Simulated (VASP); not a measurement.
**Cd2SeS (space group P3m1): computed properties**

All values below come from PBEsol GGA, VASP's PBE PAW potentials (set 64) (plane waves; VASP).

For Cd$_{2}$SeS, the space group is P3m1 (156). The cell is a = b = 4.210 Å, c = 6.874 Å, α = β = 90.00°, γ = 120.00° and the volume per atom is 26.38 Å³/atom. The band gap (over mesh and band path) comes out as 0.67 eV, the smallest direct gap (over mesh and band path) is 0.67 eV and the Hill bulk modulus is 570 kbar. The Hill shear modulus is 157 kbar, the Poisson's ratio is 0.374 and the band-edge character without spin-orbit coupling is direct, Γ to Γ. The band gap with spin-orbit coupling comes out as 0.57 eV. The density is 5.28 g/cm³ and the optical Γ-point spectrum is 37 (×2), 129, 176, 180 (×2), 234 (×2), 263 cm⁻¹. The C11 is 79.3 GPa, the C12 is 49.0 GPa and the C13 is 41.8 GPa. The C33 comes out as 89.2 GPa, the C44 is 13.4 GPa and the C66 comes out as 15.2 GPa.

```yaml
crystal:
  lattice:
    - [4.21020, 0.00000, 0.00000]
    - [-2.10510, 3.64614, 0.00000]
    - [0.00000, 0.00000, 6.87439]
  atoms:
    - { symbol: Cd, position: [0.00000, 0.00000, 0.48902] }
    - { symbol: Cd, position: [0.33333, 0.66667, 0.01076] }
    - { symbol: Se, position: [0.33333, 0.66667, 0.62677] }
    - { symbol: S, position: [0.00000, 0.00000, 0.12145] }
```

The structure comes from a computed database's Cd2SeS entry (P3m1); how it stands against other phases isn't given here. It was relaxed first, which changed the volume by -6 %. Symmetry was kept, so distortions that lower it aren't found.
